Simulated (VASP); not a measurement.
Method: r2SCAN meta-GGA, VASP's PBE PAW potentials (set 64) (plane waves; VASP).

Input for VASP

### POSCAR
```
Pt
1
    0.0000000000     1.9600000000     1.9600000000
    1.9600000000     0.0000000000     1.9600000000
    1.9600000000     1.9600000000     0.0000000000
Pt
1
Direct
  0.0000000000   0.0000000000   0.0000000000
```

**KPOINTS**
```
Automatic mesh
0
Gamma
14 14 14
0 0 0
```

### INCAR
```
# general
SYSTEM  = Pt
PREC    = Accurate
ENCUT   = 480
LREAL   = F   # projection in real space or not
LASPH   = T

# electronic loop
EDIFF   = 1E-6
NELM    = 100   # most electronic steps
ALGO    = Normal
LMAXMIX = 6   # l cut-off of mixed one-centre charges
LMIXTAU = T

# smearing
ISMEAR  = 1
SIGMA   = 0.1   # width (eV)

# functional
METAGGA = R2SCAN

# ions
IBRION  = 2   # conjugate gradients
NSW     = 60   # most ionic steps
ISIF    = 3   # ions, shape and volume
EDIFFG  = -0.01   # ionic stop

# output
LWAVE   = F
LCHARG  = F
```

POTCAR, in this order: Pt (PBE.64 set). Program: vasp_std.

### Question
What will the output report for the number of irreducible k-points (NKPTS), largest plane-wave count, number of space-group operations, FFT grid (NGX, NGY, NGZ)?

### Answer

```json
{
  "number of irreducible k-points (NKPTS)": "104",
  "largest_plane_wave_count": "370",
  "number_of_space_group_operations": "48",
  "FFT grid (NGX, NGY, NGZ)": "20 × 20 × 20"
}
```

The compound is Pt in the fcc structure. This run relaxes it. Symmetry was kept, so distortions that lower it aren't found.
